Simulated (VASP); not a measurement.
Here is the system:

```yaml
crystal:
  lattice:
    - [4.32266, 0.00000, 0.00000]
    - [-2.16133, 3.74353, 0.00000]
    - [0.00000, 0.00000, 3.35954]
  atoms:
    - { symbol: Hf, position: [0.00000, 0.00000, 0.00000] }
    - { symbol: Ge, position: [0.33333, 0.66667, 0.50000] }
    - { symbol: Ge, position: [0.66667, 0.33333, 0.50000] }
```

All values below come from PBEsol GGA, VASP's PBE PAW potentials (set 64) (plane waves; VASP). Numerical set-up: 400 eV cut-off, Gaussian smearing of 0.050 eV, potentials Hf_pv Ge_d.

Unless said otherwise, spin-orbit coupling is left out, though it shifts the bands of the heavy elements here.

**Question.** Estimate the band gap (along the path) with the smallest direct gap where there is one.

**Answer.** 
```yaml
band gap (along the path): none (metal, semimetal or under 0.01 eV)
```

The structure was generated: HfGe2 was put into the AlB2 type (P6/mmm), which need not be its known phase. It was relaxed first, which changed the volume by -34 %.
